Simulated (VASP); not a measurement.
Method: PW91 GGA, VASP's PBE PAW potentials (set 64) (plane waves; VASP 6.6.1).

Input for VASP

### INCAR
```
ALGO  =  Normal
EDIFF  =  1E-7
ENCUT  =  520
GGA  =  91
ISIF  =  2
ISMEAR  =  0
LASPH  =  .TRUE.
LCHARG  =  .FALSE.
LMAXMIX  =  4
LREAL  =  .FALSE.
LWAVE  =  .FALSE.
NELM  =  100
PREC  =  Accurate
SIGMA  =  0.05
SYSTEM  =  BaF2
```

**KPOINTS**
```
Automatic
0
gamma
6 6 6
```

File POSCAR:
```
BaF2
3.0749950
  0.0000000000   1.0000001070   1.0000001070
  1.0000001070   0.0000000000   1.0000001070
  1.0000001070   1.0000001070   0.0000000000
Ba F
1 2
Cart
  0.0000000000   0.0000000000   0.0000000000
  0.5000000535   0.5000000535   0.5000000535
  1.5000001605   1.5000001605   1.5000001605
```

POTCAR, in this order: Ba_sv F (PBE.64 set). Program: vasp_std.

Problem. What will the output report for the number of irreducible k-points (NKPTS), largest plane-wave count, number of space-group operations, FFT grid (NGX, NGY, NGZ)?

Solution. 
```json
{
  "number of irreducible k-points (NKPTS)": "16",
  "largest_plane_wave_count": "1588",
  "number_of_space_group_operations": "48",
  "FFT grid (NGX, NGY, NGZ)": "32 × 32 × 32"
}
```

The compound is BaF2 in the fluorite structure. This cell is one point of a volume scan, at 0.94 of the reference volume.
